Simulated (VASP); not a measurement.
Output of a VASP run:

File OSZICAR:
```
       N       E                     dE             d eps       ncg     rms          rms(c)
DAV:   1     0.460810694149E+03    0.46081E+03   -0.24284E+04  1680   0.180E+03
DAV:   2    -0.228718553157E+02   -0.48368E+03   -0.47938E+03  2184   0.492E+02
DAV:   3    -0.489287068207E+02   -0.26057E+02   -0.25995E+02  1736   0.129E+02
DAV:   4    -0.497352423234E+02   -0.80654E+00   -0.80559E+00  2960   0.196E+01
DAV:   5    -0.497413775236E+02   -0.61352E-02   -0.61350E-02  1960   0.146E+00    0.391E+01
DAV:   6    -0.409069968302E+02    0.88344E+01   -0.96350E+01  2264   0.747E+01    0.188E+01
DAV:   7    -0.399343528432E+02    0.97264E+00   -0.31713E+01  1936   0.505E+01    0.176E+01
DAV:   8    -0.392558849350E+02    0.67847E+00   -0.33664E+00  1944   0.167E+01    0.424E+00
DAV:   9    -0.392805908123E+02   -0.24706E-01   -0.36806E-01  2192   0.432E+00    0.189E+00
DAV:  10    -0.392648828593E+02    0.15708E-01   -0.26346E-01  1864   0.484E+00    0.770E-01
DAV:  11    -0.392597338248E+02    0.51490E-02   -0.46543E-02  1832   0.188E+00    0.281E-01
DAV:  12    -0.392593829686E+02    0.35086E-03   -0.35448E-03  2056   0.559E-01    0.883E-02
DAV:  13    -0.392593744410E+02    0.85276E-05   -0.25384E-04  2048   0.133E-01    0.182E-02
DAV:  14    -0.392593746561E+02   -0.21515E-06   -0.56556E-05  1992   0.506E-02    0.157E-02
DAV:  15    -0.392593742482E+02    0.40797E-06   -0.17127E-05  2024   0.377E-02    0.101E-02
DAV:  16    -0.392593739306E+02    0.31754E-06   -0.20759E-06  1832   0.144E-02    0.245E-03
DAV:  17    -0.392593739041E+02    0.26479E-07   -0.13153E-07  1216   0.285E-03
   1 F= -.40593755E+02 E0= -.40592990E+02  d E =-.229366E-02
```

OUTCAR:
```
------------------------ aborting loop because EDIFF is reached ----------------------------------------
 Edisp (eV)   -1.33438
  FORCE on cell =-STRESS in cart. coord.  units (eV):
  Direction    XX          YY          ZZ          XY          YZ          ZX
  --------------------------------------------------------------------------------------
  Total       0.03873     0.03873     0.03873     0.00000     0.00000    -0.00000
  in kB       1.09871     1.09871     1.09871     0.00000     0.00000    -0.00000
  external pressure =        1.10 kB  Pullay stress =        0.00 kB
  volume of cell :       56.48
      direct lattice vectors                 reciprocal lattice vectors
     3.836745972  0.000000000  0.000000000     0.260637532  0.000000000  0.000000000
     0.000000000  3.836745972  0.000000000     0.000000000  0.260637532  0.000000000
     0.000000000  0.000000000  3.836745972     0.000000000  0.000000000  0.260637532
 POSITION                                       TOTAL-FORCE (eV/Angst)
 -----------------------------------------------------------------------------------
      0.00000      0.00000      0.00000         0.000000      0.000000      0.000000
      1.91837      1.91837      1.91837         0.000000      0.000000      0.000000
      1.91837      0.00000      1.91837         0.000000      0.000000      0.000000
      0.00000      1.91837      1.91837         0.000000      0.000000      0.000000
      1.91837      1.91837      0.00000         0.000000      0.000000      0.000000
 -----------------------------------------------------------------------------------
    total drift:                                0.000000      0.000000     -0.000000
  FREE ENERGIE OF THE ION-ELECTRON SYSTEM (eV)
  ---------------------------------------------------
  free  energy   TOTEN  =       -40.5937545008 eV

  energy  without entropy=      -40.5914608420  energy(sigma->0) =      -40.59298995
```
(Selected blocks of OUTCAR.)

**POSCAR**
```
SrVO3
1
    3.8367459723     0.0000000000     0.0000000000
    0.0000000000     3.8367459723     0.0000000000
    0.0000000000     0.0000000000     3.8367459723
Sr V O
1 1 3
Direct
  0.0000000000   0.0000000000   0.0000000000
  0.5000000000   0.5000000000   0.5000000000
  0.5000000000   0.0000000000   0.5000000000
  0.0000000000   0.5000000000   0.5000000000
  0.5000000000   0.5000000000   0.0000000000
```

Task: Reconstruct the remaining input files.

Result: One answer among several that fit: the input of the run itself, PBE GGA with D3 dispersion (Becke-Johnson damping), plane waves, VASP's PBE PAW potentials (set 64).

KPOINTS:
```
Automatic
0
gamma
8 8 8
0 0 0
```

INCAR:
```
SYSTEM = SrVO3
PREC = Accurate; ENCUT = 520; LREAL = F
LASPH = T
EDIFF = 1E-7; NELM = 100; ALGO = Normal
LMAXMIX = 4
ISMEAR = 1; SIGMA = 0.1
GGA = PE; IVDW = 12
ISIF = 2
LWAVE = F; LCHARG = F
```

POTCAR, in this order: Sr_sv V_sv O (PBE.64 set). Program: vasp_std.

The compound is SrVO3 in the cubic perovskite structure. It was relaxed first. The run is not spin-polarised, so no magnetic state was tried. The electron count is odd and the run is not spin-polarised, which forces a metal.
